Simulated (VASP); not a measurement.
Energy against volume of Zr (hcp). Computed with RPBE GGA, VASP's PBE PAW potentials (set 64) (plane waves; VASP 6.6.1). Settings: 520 eV cut-off, 13×13×7 Γ-centred mesh, first-order Methfessel-Paxton smearing of 0.10 eV, potentials Zr_sv.

Shape and ions are relaxed at each volume.

| V (Å³/atom) | E (eV/atom) |
|---|---|
| 22.531 | -8.07014 |
| 23.250 | -8.09017 |
| 23.970 | -8.09647 |
| 24.689 | -8.09070 |

Task: Fit these four points and predict the energy of the run at 25.408 Å³/atom.

Result: A cubic in V^(−2/3), the third-order Birch-Murnaghan form, passes through the four points with V0 = 23.97 Å³/atom and B0 = 89 GPa, and gives -8.0744 eV/atom there. The run gave -8.0745 eV/atom, -0.1 meV/atom from the fit; all five points give B0 = 89 GPa.

The compound is Zr in the hcp structure. It was relaxed first.
